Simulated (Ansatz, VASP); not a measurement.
# MoPO5: VASP beside Ansatz

One calculation is typed for both programs; each brings its own data sets. How far apart do they land? The cell is taken from a series of runs on this material, whose earlier steps may have relaxed, scaled, displaced or heated it; both programs get it as it stands. Other levels of theory on this material are compared in a session of their own.

Program: Ansatz 0.2.0. Level of theory: plane waves, with VASP 6.6.1 beside it; LDA, LDA, DFT+U and PBEsol, DFT+U. Results are calculated unless marked as measured.

## 1. Starting point

Symmetry: P4/n, No. 85, tetragonal system. The conventional cell has a = 6.206 Å, b = 6.206 Å, c = 4.214 Å, α = 90.00°, β = 90.00°, γ = 90.00°. Nearest to Mo lie 5 O at 1.68 to 1.98 Å. P has 4 O at 1.53 Å nearest. O has 1 P at 1.53 Å and 1 Mo at 1.98 Å nearest. Nearest to O lie 1 Mo at 1.68 Å. Farther neighbours and most contacts between anions are not listed.

## 2. Ansatz: single point, LDA

Ansatz runs on its PAW soft_1 files.

A single point takes one fixed geometry, so differences don't come from the geometry; what else differs is listed under the comparison.

File input.yaml:

```yaml
crystal:
  lattice:
    - [6.20613052, 0.0, 0.0]
    - [0.0, 6.20613052, 0.0]
    - [0.0, 0.0, 4.21419894]
  atoms:
    - { symbol: Mo, position: [0.5, 0.0, 0.19462736], spin: 1.0 }
    - { symbol: Mo, position: [0.0, 0.5, 0.80537264], spin: 1.0 }
    - { symbol: P, position: [0.0, 0.0, 0.5] }
    - { symbol: P, position: [0.5, 0.5, 0.5] }
    - { symbol: O, position: [0.80708682, 0.94413766, 0.29057601] }
    - { symbol: O, position: [0.44413766, 0.69291318, 0.29057601] }
    - { symbol: O, position: [0.55586234, 0.30708682, 0.29057601] }
    - { symbol: O, position: [0.19291318, 0.05586234, 0.29057601] }
    - { symbol: O, position: [0.0, 0.5, 0.20313866] }
    - { symbol: O, position: [0.5, 0.0, 0.79686134] }
    - { symbol: O, position: [0.30708682, 0.44413766, 0.70942399] }
    - { symbol: O, position: [0.94413766, 0.19291318, 0.70942399] }
    - { symbol: O, position: [0.05586234, 0.80708682, 0.70942399] }
    - { symbol: O, position: [0.69291318, 0.55586234, 0.70942399] }
magnetization:
  spin_polarized: true
kpoints:
  mp_grid: { grid: [3, 3, 4] }
scf:
  lower_state_search: "off"
  occupations: { method: fermi_dirac, width: 0.01 }
hamiltonian:
  xc: lda
  pseudopotentials: { kind: paw, azcp: { folder: soft_1 }, xc_functional: pbe }
output:
  forces: true
  eigenstates:
    nscf_kmesh: { grid: [3, 3, 4] }
    top_band: c65
    magnetocrystalline_anisotropy:
      directions: [[1, 0, 0], [0, 1, 0], [0, 0, 1], [1, 1, 0], [1, 0, 1], [0, 1, 1]]
```

Started as:

```sh
ansatz run input.yaml --threads 4 --pin off --max-ram 9216MiB --backend cpu --events-out ev --progress --plain --runs-dir out
```

Numbers of over 12 decimals in the logs are rounded to 6 here.

Log:

```text
Engine: ansatz 0.2.0, x86_64-unknown-linux-gnu
Pseudopotentials: kind: paw
Pseudopotential: Mo, paw, valence charge 14, recommended cutoff 420 eV (normal), soft_1/Mo.paw.azcp
Pseudopotential: P, paw, valence charge 5, recommended cutoff 420 eV (normal), soft_1/P.paw.azcp
Pseudopotential: O, paw, valence charge 6, recommended cutoff 420 eV (normal), soft_1/O.paw.azcp
Functional definition: SPW92
  exchange = slater_x
  correlation = pw_c
Crystal: 14 atoms, lattice volume = 162.314 Å³
Basis set: ecut = 420 eV, 3179 PW (Γ)
Bands: 64, of which v1, the nominal top of the filled ones, is band 49 counted from 1 (48 counted from 0)
Symmetry: 8 space group operations
Space group: P4/n (ITA 85), of the structure as read, at distance tolerance 5.5e-5 Å
Magnetic group: BNS 85.59 (UNI 719), of the structure as read, at distance tolerance 5.5e-5 Å
k-points: 9 of 36
Non-local potential: Mo, projectors of the file, l = 0: 3, l = 1: 2, l = 2: 2, l = 3: 1
Non-local potential: P, projectors of the file, l = 0: 2, l = 1: 2, l = 2: 1
Non-local potential: O, projectors of the file, l = 0: 2, l = 1: 2, l = 2: 1
PAW form: soft (Blöchl's): semilocal exchange-correlation on the pseudo side does not see the compensation charge
PAW frozen core: Mo, regenerated for the run's functional, and the local potential with it (the file was generated under x = pbe(κ = 0.804, μ = 0.219515), c = pbe(β = 0.066725))
PAW frozen core: P, regenerated for the run's functional, and the local potential with it (the file was generated under x = pbe(κ = 0.804, μ = 0.219515), c = pbe(β = 0.066725))
PAW frozen core: O, regenerated for the run's functional, and the local potential with it (the file was generated under x = pbe(κ = 0.804, μ = 0.219515), c = pbe(β = 0.066725))
PAW one-centre angular grid: Mo, 590 points (default); XC on 64 Gauss nodes
PAW one-centre angular grid: P, 110 points (default); XC on 64 Gauss nodes
PAW one-centre angular grid: O, 110 points (default); XC on 64 Gauss nodes
Initial density: superposition of atomic densities (chi_scale 0.1, normalization cell, long waves kept (reshape's long-wave potential 0.01 eV rms))
Starting moments: Σ|m| = 2 μB on 2 of 14 sites
Initial wavefunctions: pseudopotential atomic-orbital guess
Functional: x = slater, c = lda
SCF iter   1: F=—  HF=-16702.831983 eV  |F-HF|=—  |Δ(HF+E_count)|=         —  Δρ=7.91e-2 (↑7.91e-2 ↓7.08e-2)  dr2=3.57e1  dr2_m=4.84e-1  M=2.000 μB ∫|m|=2.125 μB  β_m=0.30  ethr=3.10e-3  ⟨swp⟩=7.3  Hψ=5363  notcnv=0  defer=7
preconditioner: auto → Resta (q_TF=auto, 2.508 Å⁻¹)  ε∞=4.0  [insulator: Δε(μ)=0.301 eV  Ē_g=15.166 eV  σ=0.010 eV  W_gap=1.00  n_scr=38 (ndim 8)  ℏωp=26.4 eV  f_vac=0.000  D(μ)=0.00/eV (n_scr^D=0)  ε∞_Penn≈4.0]
spin=Collinear: Resta preconditioning applied to the charge; magnetization (m = ρ↑ − ρ↓) channel mixes plain (no charge-response kernel on spin).
SCF iter   2: F=—  HF=-16695.315839 eV  |F-HF|=—  |Δ(HF+E_count)|=    7.52e0  Δρ=3.62e-2 (↑3.62e-2 ↓3.09e-2)  dr2=5.42e0  dr2_m=2.32e-1  M=2.000 μB ∫|m|=2.178 μB  β_m=0.30  ethr=3.10e-3  ⟨swp⟩=3.0  Hψ=2427  notcnv=0  defer=106
SCF iter   3: F=—  HF=-16694.163849 eV  |F-HF|=—  |Δ(HF+E_count)|=    1.15e0  Δρ=1.93e-2 (↑1.93e-2 ↓1.92e-2)  dr2=7.50e-1  dr2_m=1.09e-1  M=2.000 μB ∫|m|=2.179 μB  β_m=0.30  ethr=3.10e-3  ⟨swp⟩=2.4  Hψ=1958  notcnv=0  defer=107
SCF iter   4: F=—  HF=-16694.028668 eV  |F-HF|=—  |Δ(HF+E_count)|=   1.35e-1  Δρ=1.04e-2 (↑1.04e-2 ↓1.04e-2)  dr2=2.09e-1  dr2_m=5.63e-2  M=2.000 μB ∫|m|=2.169 μB  β_m=0.30  ethr=7.65e-4  ⟨swp⟩=2.7  Hψ=1524  notcnv=0  defer=106
SCF iter   5: F=—  HF=-16694.003146 eV  |F-HF|=—  |Δ(HF+E_count)|=   2.55e-2  Δρ=5.70e-3 (↑4.27e-3 ↓5.70e-3)  dr2=4.19e-2  dr2_m=2.89e-2  M=2.000 μB ∫|m|=2.172 μB  β_m=0.30  ethr=2.13e-4  ⟨swp⟩=3.1  Hψ=1926  notcnv=0  defer=106
SCF iter   6: F=—  HF=-16694.004190 eV  |F-HF|=—  |Δ(HF+E_count)|=   1.04e-3  Δρ=3.50e-3 (↑3.25e-3 ↓3.50e-3)  dr2=3.83e-3  dr2_m=1.56e-2  M=2.000 μB ∫|m|=2.171 μB  β_m=0.30  ethr=4.28e-5  ⟨swp⟩=3.6  Hψ=1916  notcnv=0  defer=106
SCF iter   7: F=—  HF=-16694.008463 eV  |F-HF|=—  |Δ(HF+E_count)|=   4.27e-3  Δρ=2.42e-3 (↑2.35e-3 ↓2.42e-3)  dr2=4.68e-4  dr2_m=8.29e-3  M=2.000 μB ∫|m|=2.172 μB  β_m=0.30  ethr=3.91e-6  ⟨swp⟩=3.4  Hψ=2405  notcnv=0  defer=106
Mixer restart at iter 7: flushing history
spin-set hold released at iteration 7 (site moments contracting): the magnetisation degrees of freedom join the quasi-Newton model from the next iteration; the mixer history was flushed
SCF iter   8: F=—  HF=-16694.010717 eV  |F-HF|=—  |Δ(HF+E_count)|=   2.25e-3  Δρ=1.73e-3 (↑1.73e-3 ↓1.73e-3)  dr2=2.05e-4  dr2_m=4.39e-3  M=2.000 μB ∫|m|=2.172 μB  β_m=0.65  ethr=4.77e-7  ⟨swp⟩=2.0  Hψ=1943  notcnv=0  defer=106
SCF iter   9: F=—  HF=-16694.013354 eV  |F-HF|=—  |Δ(HF+E_count)|=   2.64e-3  Δρ=2.89e-4 (↑2.14e-4 ↓2.89e-4)  dr2=3.64e-4  dr2_m=5.45e-6  M=2.000 μB ∫|m|=2.174 μB  β_m=0.53  ethr=2.09e-7  ⟨swp⟩=2.7  Hψ=2117  notcnv=0  defer=106
SCF iter  10: F=—  HF=-16694.013289 eV  |F-HF|=—  |Δ(HF+E_count)|=   6.55e-5  Δρ=5.95e-5 (↑4.68e-5 ↓5.95e-5)  dr2=1.03e-5  dr2_m=1.27e-6  M=2.000 μB ∫|m|=2.174 μB  β_m=0.58  ethr=2.09e-7  ⟨swp⟩=2.0  Hψ=1731  notcnv=0  defer=106
SCF iter  11: F=—  HF=-16694.013290 eV  |F-HF|=—  |Δ(HF+E_count)|=   1.30e-6  Δρ=2.90e-5 (↑2.90e-5 ↓2.86e-5)  dr2=4.20e-6  dr2_m=4.34e-7  M=2.000 μB ∫|m|=2.174 μB  β_m=0.64  ethr=1.05e-8  ⟨swp⟩=2.4  Hψ=1704  notcnv=0  defer=106
SCF iter  12: F=—  HF=-16694.013290 eV  |F-HF|=—  |Δ(HF+E_count)|=   3.89e-7  Δρ=1.37e-5 (↑1.10e-5 ↓1.37e-5)  dr2=6.47e-7  dr2_m=1.09e-7  M=2.000 μB ∫|m|=2.174 μB  β_m=0.82  ethr=4.28e-9  ⟨swp⟩=2.2  Hψ=1432  notcnv=0  defer=106
iter 13 did not close the SCF: its close was put off for a magnetic moment that had not settled (scf_convergence_deferred on its scf_iter line)
SCF iter  13: F=-16694.013291 eV  HF=-16694.013291 eV  |F-HF|=4.23e-9  |Δ(HF+E_count)|=   2.38e-7  Δρ=4.58e-6 (↑2.49e-6 ↓4.58e-6)  dr2=5.43e-8  dr2_m=6.07e-9  M=2.000 μB ∫|m|=2.174 μB  β_m=0.76  ethr=1.02e-10  ⟨swp⟩=13.9  Hψ=6278  notcnv=0
SCF iter  14: F=-16694.013291 eV  HF=-16694.013291 eV  |F-HF|=2.58e-10  |Δ(HF+E_count)|=   1.46e-8  Δρ=5.69e-7 (↑5.23e-7 ↓5.69e-7)  dr2=1.82e-9  dr2_m=1.52e-10  M=2.000 μB ∫|m|=2.174 μB  ethr=5.55e-11  ⟨swp⟩=2.2  Hψ=3656  notcnv=0
SCF 1 converged in 14 iterations: F = -16694.013291 eV  dr2 = 1.82e-9
  greatest PAW one-centre occupation: 0.999 electrons in one spin orbital (limit 2), on the Mo atom at site 1 (counted from 0), in its partial waves of l = 0
NSCF: frozen V_eff on 9 k-points
Magnetocrystalline anisotropy: 0 of 9 k-points coupled
Magnetocrystalline anisotropy: 9 of 9 k-points coupled
SCF converged after 14 iterations
Magnetization: 2.0000 μB (50.0000 up, 48.0000 down)
Absolute magnetization: 2.1756 μB (∫|ρ↑−ρ↓|, with the PAW one-centre terms)
Spin contamination: 0.0047 ħ² per cell (⟨S²⟩ above its minimum at these occupations)
Per-site moments (μB) at R_I (Å): [(0.370024, 0.691459), (0.370024, 0.691459), (0.0068732, 0.629990), (0.0068732, 0.629990), (0.027007, 0.629990), (0.027007, 0.629990), (0.027007, 0.629990), (0.027007, 0.629990), (-0.030974, 0.691459), (-0.030974, 0.691459), (0.027007, 0.629990), (0.027007, 0.629990), (0.027007, 0.629990), (0.027007, 0.629990)]
Free energy (F): -16694.013291 eV
Harris-Foulkes:  -16694.013291 eV  (|F-HF|=2.58e-10)
Internal energy: -16694.013291 eV  (E = F + TS)
E sigma→0 (E₀):  -16694.013291 eV
Fermi energy:    8.532449 eV
--- Per-component energies (eV) ---
  E_band       = -656.900064
  E_kinetic    = 2680.168587
  E_local      = -6756.752544  (includes V_loc(G=0)·N_el)
  E_nonlocal   = 909.734494
  E_hartree    = 2380.111333
  E_xc         = -1195.048206
  E_vxc        = -1461.512948  (∫ρ·V_xc dr)
  E_paw        = -8777.265460  (= ΣΔE_a)
  E_vpaw       = -788.766736  (= ΣTr[D̂ρ^β])
  E_aug_tail   = 0.007945  (compensation charges beyond the density's cutoff)
  E_ewald      = -5937.118990
  E_core_change = 2.149549  (= ΣΔE_core)
  E_smearing   = -0.000000  (= −TS)
  E_closure    = -0.000000  (closes the sum)
  Σ components = -16694.013291   (vs F -16694.013291, Δ=0.00e0)
--- Forces (eV/Å), atoms counted from 1 ---
  atom   1  Mo     0.00000000     0.00000000     0.57528570
  atom   2  Mo     0.00000000     0.00000000    -0.57528570
  atom   3  P     -0.00000000     0.00000000    -0.00000000
  atom   4  P     -0.00000000     0.00000000     0.00000000
  atom   5  O     -0.52667904     0.02862580    -0.18979331
  atom   6  O      0.02862580     0.52667904    -0.18979331
  atom   7  O     -0.02862580    -0.52667904    -0.18979331
  atom   8  O      0.52667904    -0.02862580    -0.18979331
  atom   9  O      0.00000000    -0.00000000     0.20545163
  atom  10  O      0.00000000     0.00000000    -0.20545163
  atom  11  O     -0.52667904     0.02862580     0.18979331
  atom  12  O      0.02862580     0.52667904     0.18979331
  atom  13  O     -0.02862580    -0.52667904     0.18979331
  atom  14  O      0.52667904    -0.02862580     0.18979331
  max |Σ_I F_I| component: 1.11e-16 eV/Å
--- Band table (eV; the first three rows and the last of 18) ---
  k-point 0 ↑: bands = [... 45 lower, 4.8612, 4.8612, 5.4140, 7.9752, 8.1726, 9.3485, 9.3485, 9.3742, ... 11 higher]
  k-point 1 ↑: bands = [... 45 lower, 5.1425, 5.1425, 5.3259, 7.8705, 8.2757, 9.5393, 9.5393, 9.6537, ... 11 higher]
  k-point 2 ↑: bands = [... 45 lower, 5.3287, 5.3615, 5.3615, 7.8056, 8.3408, 9.8137, 9.8137, 9.9078, ... 11 higher]
  k-point 8 ↓: bands = [... 45 lower, 5.2521, 5.5027, 5.5073, 8.8659, 9.0127, 9.8343, 9.8360, 10.0672, ... 11 higher]
```

Reading the cycles: dr2 is the Hartree energy of the density residual (eV), the measure of convergence; HF is the Harris–Foulkes estimate of the energy, which meets the free energy F at convergence.

[end of part 1 of 3]

[Lines on the potential files, build, host, timing and source positions are cut from VASP's logs without a mark.]

[Logs are printed without paths, hosts, clocks, repeated set-up lines and the standing remarks that a program may print on its own settings, such as how far it seeks lower states.]

[Hosts, paths, dates, database ids (printed as entryN), source tags and the programs' standing remarks are cut or masked in the printed files.]
